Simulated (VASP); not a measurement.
# AlN (F-43m) in VASP: Born charges and dielectric tensor with RPBE

Aim: the Born charges and dielectric tensor of AlN with RPBE.

Program: VASP 6.6.1. These are calculated values, not measurements. Logs are shortened: lines on timing, memory, paths and dates and some standing lists are left out, and cuts for length are marked.

## (1) The crystal as given

The structure is cubic, space group F-43m (No. 216). The conventional cell has a = 4.425 Å, b = 4.425 Å, c = 4.425 Å, α = 90.00°, β = 90.00°, γ = 90.00°. Al (site symmetry -43m) has 4 N at 1.92 Å as nearest neighbours. N (site symmetry -43m) is surrounded by 4 Al at 1.92 Å.

Measurements of this composition are mostly on another form, of space group No. 186.

## (2) Born charges and dielectric tensor, RPBE

File INCAR:

```
SYSTEM = AlN
PREC     = Accurate       ! precision mode
ENCUT    = 600            ! plane-wave cutoff, eV
EDIFF    = 1E-8           ! SCF threshold, eV
ISMEAR   = 0              ! smearing method
SIGMA    = 0.02           ! smearing width, eV
LREAL    = .FALSE.        ! projectors in reciprocal space
LASPH    = .TRUE.         ! aspherical terms in the spheres
NELM     = 60             ! most SCF steps
ALGO     = Normal         ! electronic algorithm
ISIF     = 2              ! what is computed and relaxed
LWAVE    = .FALSE.        ! write WAVECAR
LCHARG   = .FALSE.        ! write CHGCAR
GGA      = RP             ! functional
LEPSILON = .TRUE.         ! dielectric tensor by DFPT
IBRION   = 8              ! ionic algorithm
NSW      = 1              ! ionic steps
```

File KPOINTS:

```
Automatic mesh
0
G
  10 10 10
  0 0 0
```

File POSCAR:

```
AlN
1.0
    0.0000000000      2.2124600000      2.2124600000
    2.2124600000      0.0000000000      2.2124600000
    2.2124600000      2.2124600000      0.0000000000
Al N
1 1
Direct
    0.0000000000      0.0000000000      0.0000000000
    0.2500000000      0.2500000000      0.2500000000
```

Potentials or basis: VASP PAW PBE potentials, release 64 (Al, N).

Started as:

```console
$ cat potpaw_PBE.64/Al/POTCAR potpaw_PBE.64/N/POTCAR > POTCAR
$ mpirun -np 1 vasp_std > vasp.out
```

OUTCAR:

```text
SYSTEM = AlN
   PREC = Accurate
   ENCUT = 600
   EDIFF = 1E-8
   ISMEAR = 0
   LREAL = .FALSE.
   LASPH = .TRUE.
   NELM = 60
   ISIF = 2
   GGA = RP
   LEPSILON = .TRUE.
   IBRION = 8
   NSW = 1

 ion  position               nearest neighbor table
   1  0.000  0.000  0.000-   2 1.92   2 1.92   2 1.92   2 1.92
   2  0.250  0.250  0.250-   1 1.92   1 1.92   1 1.92   1 1.92

  LATTYP: Found a face centered cubic cell.
 ALAT       =     4.4249200000

  Lattice vectors:

 A1 = (   0.0000000000,   2.2124600000,   2.2124600000)
 A2 = (   2.2124600000,   0.0000000000,   2.2124600000)
 A3 = (   2.2124600000,   2.2124600000,   0.0000000000)

Analysis of symmetry for initial positions (statically):
=====================================================================
 Subroutine PRICEL returns:
 Original cell was already a primitive cell.

 Routine SETGRP: Setting up the symmetry group for a
 face centered cubic supercell.

 Subroutine GETGRP returns: Found 24 space group operations
 (whereof 24 operations were pure point group operations)
 out of a pool of 48 trial point group operations.

The static configuration has the point symmetry T_d .

Analysis of symmetry for dynamics (positions and initial velocities):
=====================================================================
 Subroutine PRICEL returns:
 Original cell was already a primitive cell.

 Routine SETGRP: Setting up the symmetry group for a
 face centered cubic supercell.

 Subroutine GETGRP returns: Found 24 space group operations
 (whereof 24 operations were pure point group operations)
 out of a pool of 48 trial point group operations.

The dynamic configuration has the point symmetry T_d .

 Subroutine INISYM returns: Found 24 space group operations
 (whereof 24 operations are pure point group operations),
 and found     1 'primitive' translations

[... 499 lines left out ...]
     0.00000 -7.53568  0.00373

 MACROSCOPIC STATIC DIELECTRIC TENSOR (including local field effects in DFT)
 ------------------------------------------------------
           4.641925     0.000000     0.000000
           0.000000     4.641925     0.000000
          -0.000000    -0.000000     4.641925
 ------------------------------------------------------

 PIEZOELECTRIC TENSOR (including local field effects)  for field in x, y, z        (e  Angst)
          XX          YY          ZZ          XY          YZ          ZX
  --------------------------------------------------------------------------------
  x     0.00000     0.00000     0.00000     0.00000    -0.86807     0.00000
  y     0.00000    -0.00000     0.00000     0.00000     0.00000    -0.86807
  z     0.00000     0.00000     0.00000    -0.86807     0.00000     0.00000

 PIEZOELECTRIC TENSOR (including local field effects)  for field in x, y, z        (C/m^2)
          XX          YY          ZZ          XY          YZ          ZX
  --------------------------------------------------------------------------------
  x     0.00000     0.00000     0.00000     0.00000    -0.64211     0.00000
  y     0.00000    -0.00000     0.00000     0.00000     0.00000    -0.64211
  z     0.00000     0.00000     0.00000    -0.64211     0.00000     0.00000

 BORN EFFECTIVE CHARGES (including local field effects) (in |e|, cummulative output)
 ---------------------------------------------------------------------------------
 ion    1
    1     2.54043     0.00000    -0.00000
    2    -0.00000     2.54043    -0.00000
    3     0.00000     0.00000     2.54043
 ion    2
    1    -2.54043     0.00000     0.00000
    2     0.00000    -2.54043     0.00000
    3    -0.00000    -0.00000    -2.54043

 INTERNAL STRAIN TENSOR FOR ION    2 for displacements in x,y,z  (eV/Angst):
          X           Y           Z          XY          YZ          ZX
  --------------------------------------------------------------------------------
  x    -0.00000     0.00000     0.00000     0.00000    -7.53568     0.00000
  y     0.00000    -0.00000     0.00000     0.00000     0.00000    -7.53568
  z     0.00000     0.00000    -0.00000    -7.53568     0.00000     0.00000

 SECOND DERIVATIVES (NOT SYMMETRIZED)
 ------------------------------------
               1X          1Y          1Z          2X          2Y          2Z
  1X   -13.240540    0.000000    0.000000   13.240540    0.000000    0.000000
  1Y     0.000000  -13.240540    0.000000    0.000000   13.240540    0.000000
  1Z     0.000000    0.000000  -13.240540    0.000000    0.000000   13.240540
  2X    13.239455    0.000000    0.000000  -13.239455    0.000000    0.000000
  2Y     0.000000   13.239455    0.000000    0.000000  -13.239455    0.000000
  2Z     0.000000    0.000000   13.239455    0.000000    0.000000  -13.239455

 Eigenvectors and eigenvalues of the dynamical matrix
 ----------------------------------------------------

   1 f  =   18.736130 THz   117.722576 2PiTHz  624.970019 cm-1    77.486372 meV
             X         Y         Z           dx          dy          dz
      0.000000  0.000000  0.000000     0.000000    0.584514    0.000000
      1.106230  1.106230  1.106230    -0.000000   -0.811384    0.000000
[... 21 lines left out ...]
   6 f/i=    0.000364 THz     0.002287 2PiTHz    0.012141 cm-1     0.001505 meV
             X         Y         Z           dx          dy          dz
      0.000000  0.000000  0.000000     0.762181   -0.278252    0.000000
      1.106230  1.106230  1.106230     0.549068   -0.200450    0.000000

--------------------------------------------------------------------------------------------------------

 MACROSCOPIC STATIC DIELECTRIC TENSOR IONIC CONTRIBUTION
 ------------------------------------------------------
           4.072263    -0.000000     0.000000
          -0.000000     4.072263     0.000000
           0.000000     0.000000     4.072263
 ------------------------------------------------------

 ELASTIC MODULI CONTR FROM IONIC RELAXATION (kBar)
 Direction    XX          YY          ZZ          XY          YZ          ZX
 --------------------------------------------------------------------------------
 XX          -0.0000     -0.0000     -0.0000     -0.0000     -0.0000     -0.0000
 YY          -0.0000     -0.0000     -0.0000     -0.0000     -0.0000     -0.0000
 ZZ          -0.0000     -0.0000     -0.0000     -0.0000     -0.0000     -0.0000
 XY          -0.0000     -0.0000     -0.0000   -295.9207      0.0000      0.0000
 YZ          -0.0000     -0.0000     -0.0000      0.0000   -295.9207      0.0000
 ZX          -0.0000     -0.0000     -0.0000      0.0000      0.0000   -295.9207
 --------------------------------------------------------------------------------

 PIEZOELECTRIC TENSOR IONIC CONTR  for field in x, y, z        (C/m^2)
          XX          YY          ZZ          XY          YZ          ZX
  --------------------------------------------------------------------------------
  x     0.00000     0.00000     0.00000    -0.00000     1.03295     0.00000
  y     0.00000     0.00000     0.00000    -0.00000    -0.00000     1.03295
  z     0.00000     0.00000     0.00000     1.03295     0.00000     0.00000
```

Wall time 3.2 min (1 thread of Intel Xeon 6975P-C (Granite Rapids), shared host); peak memory 0.23 GiB.

Results:

```yaml
Band_gap_on_the_k_mesh: 3.34 eV, indirect (least direct gap 3.89 eV)
Electronic_dielectric_tensor_diagonal: 4.64
Born_charges_mean_of_the_diagonal: Al +2.54; N -2.54 e
Highest_phonon_frequency_at_Γ_LO-TO_splitting_left_out: 625 cm⁻¹
```

Levels at points of the mesh, in eV from the valence-band top:
| k point | band 2 | band 3 | band 4 | band 5 | band 6 | band 7 |
| --- | --- | --- | --- | --- | --- | --- |
| (0.00, 0.00, 0.00) | 0.00 | 0.00 | 0.00 | 3.89 | 12.29 | 12.29 |
| (0.50, 0.00, 0.00) | -5.66 | -0.47 | -0.47 | 7.12 | 9.66 | 10.98 |
| (0.50, 0.50, 0.00) | -4.75 | -1.72 | -1.72 | 3.34 | 8.49 | 13.57 |

Phonon frequencies in cm⁻¹ (negative: imaginary):
| q point | frequencies |
| --- | --- |
| (0.000, 0.000, 0.000) | 0 0 0 625 625 625 |

Electronic dielectric tensor:
```
4.64 0.00 0.00
0.00 4.64 0.00
0.00 0.00 4.64
```

Born effective charge tensors (e):
atom 1, Al
```
2.54 0.00 0.00
0.00 2.54 0.00
0.00 0.00 2.54
```
atom 2, N
```
-2.54  0.00  0.00
 0.00 -2.54  0.00
 0.00  0.00 -2.54
```

 RPBE gaps usually lie below the measured ones, often by a third to a half.
